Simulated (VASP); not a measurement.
Consider the following.

```yaml
crystal:
  lattice:
    - [4.01065, 0.00000, 0.00000]
    - [0.00000, 4.01065, 0.00000]
    - [0.00000, 0.00000, 5.59868]
  atoms:
    - { symbol: Zn, position: [0.00000, 0.00000, 0.00000] }
    - { symbol: Sn, position: [0.50000, 0.50000, 0.50000] }
    - { symbol: P, position: [0.00000, 0.50000, 0.22691] }
    - { symbol: P, position: [0.50000, 0.00000, 0.77309] }
```

Method: r2SCAN meta-GGA, VASP's PBE PAW potentials (set 64) (plane waves; VASP). Settings: 400 eV cut-off, 6×6×5 Γ-centred mesh, tetrahedra with Blöchl corrections, potentials Zn Sn_d P.

The cores are frozen, which limits the accuracy of field gradients.

Q: Give the principal components of the electric field gradient (V/Å²) and the asymmetry η at each nucleus.

A: 
```
atom   Vxx   Vyy    Vzz     η
----  ----  ----  -----  ----
Zn1   -3.6  -3.6    7.2  0.00
Sn2    1.5   1.5   -3.1  0.00
P3    54.8  12.8  -67.7  0.62
P4    54.8  12.8  -67.7  0.62
```

The structure comes from a computed database's ZnSnP2 entry (P-4m2); how it stands against other phases isn't given here. It was relaxed first.
